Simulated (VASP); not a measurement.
Method: PBE GGA, VASP's PBE PAW potentials (set 64) (plane waves; VASP 6.6.1).

A VASP calculation is set up with these files.

POSCAR:
```
AuAl2
5.8680
  0.0000000000   0.5000000000   0.5000000000
  0.5000000000   0.0000000000   0.5000000000
  0.5000000000   0.5000000000   0.0000000000
Al Au
2 1
Direct
  0.2500000000   0.2500000000   0.2500000000
  0.7500000000   0.7500000000   0.7500000000
  0.0000000000   0.0000000000   0.0000000000
```

INCAR:
```
! general
SYSTEM   =  AuAl2
PREC     =  Accurate
ENCUT    =  300
LREAL    =  F
LASPH    =  T

! electronic loop
EDIFF    =  1E-6
NELM     =  100
ALGO     =  Normal
LMAXMIX  =  6

! smearing
ISMEAR   =  0
SIGMA    =  0.05

! functional
GGA      =  PE

! ions
ISIF     =  2

! output
LWAVE    =  F
LCHARG   =  F
```

File KPOINTS:
```
Automatic mesh
0
Gamma
13 13 13
0 0 0
```

POTCAR, in this order: Al Au (PBE.64 set). Program: vasp_std.

What VASP printed:

OSZICAR:
```
       N       E                     dE             d eps       ncg     rms          rms(c)
DAV:   1     0.366890513357E+02    0.36689E+02   -0.51780E+03  2184   0.735E+02
DAV:   2    -0.121432630770E+02   -0.48832E+02   -0.45075E+02  2316   0.159E+02
DAV:   3    -0.132021862092E+02   -0.10589E+01   -0.10529E+01  2524   0.229E+01
DAV:   4    -0.132088431438E+02   -0.66569E-02   -0.66553E-02  2332   0.217E+00
DAV:   5    -0.132089306568E+02   -0.87513E-04   -0.87509E-04  2556   0.253E-01    0.987E+00
DAV:   6    -0.119482999680E+02    0.12606E+01   -0.65007E+00  2308   0.289E+01    0.415E+00
DAV:   7    -0.118795616869E+02    0.68738E-01   -0.26123E-01  2184   0.572E+00    0.199E+00
DAV:   8    -0.118491439246E+02    0.30418E-01   -0.19990E-02  2336   0.114E+00    0.409E-01
DAV:   9    -0.118481704971E+02    0.97343E-03   -0.28338E-03  2328   0.646E-01    0.186E-01
DAV:  10    -0.118483038098E+02   -0.13331E-03   -0.20989E-04  2200   0.116E-01    0.330E-02
DAV:  11    -0.118482967305E+02    0.70793E-05   -0.44394E-06  2508   0.177E-02    0.114E-02
DAV:  12    -0.118482980060E+02   -0.12755E-05   -0.29405E-06  2148   0.121E-02    0.354E-03
DAV:  13    -0.118482981893E+02   -0.18324E-06   -0.12336E-07  1240   0.401E-03
   1 F= -.11848298E+02 E0= -.11847834E+02  d E =-.929040E-03
```

File OUTCAR:
```
------------------------ aborting loop because EDIFF is reached ----------------------------------------
  FORCE on cell =-STRESS in cart. coord.  units (eV):
  Direction    XX          YY          ZZ          XY          YZ          ZX
  --------------------------------------------------------------------------------------
  Total        3.8784312      3.8784312      3.8784312      0.0000000      0.0000000     -0.0000000
  in kB      123.0145127    123.0145127    123.0145127      0.0000000      0.0000000     -0.0000000
  external PRESSURE =     123.0145127 kB  Pullay stress =       0.0000000 kB
  volume of cell :       50.51
      direct lattice vectors                 reciprocal lattice vectors
     0.000000000  2.934000000  2.934000000    -0.170415815  0.170415815  0.170415815
     2.934000000  0.000000000  2.934000000     0.170415815 -0.170415815  0.170415815
     2.934000000  2.934000000  0.000000000     0.170415815  0.170415815 -0.170415815
 POSITION                                       TOTAL-FORCE (eV/Angst)
 -----------------------------------------------------------------------------------
      1.46700      1.46700      1.46700        -0.000000      0.000000      0.000000
      4.40100      4.40100      4.40100         0.000000     -0.000000     -0.000000
      0.00000      0.00000      0.00000         0.000000     -0.000000      0.000000
 -----------------------------------------------------------------------------------
    total drift:                               -0.000000      0.000000      0.000000
  FREE ENERGIE OF THE ION-ELECTRON SYSTEM (eV)
  ---------------------------------------------------
  free  energy   TOTEN  =       -11.8482981893 eV

  energy  without entropy=      -11.8473691494  energy(sigma->0) =      -11.84783367
```
(Selected blocks of OUTCAR.)

At this cut-off the stress carries a Pulay error, which pulls relaxed volumes low.

The structure is a typed AuAl2 crystal (Fm-3m). The cell was not relaxed at this level. The electron count is odd and the run is not spin-polarised, which forces a metal.
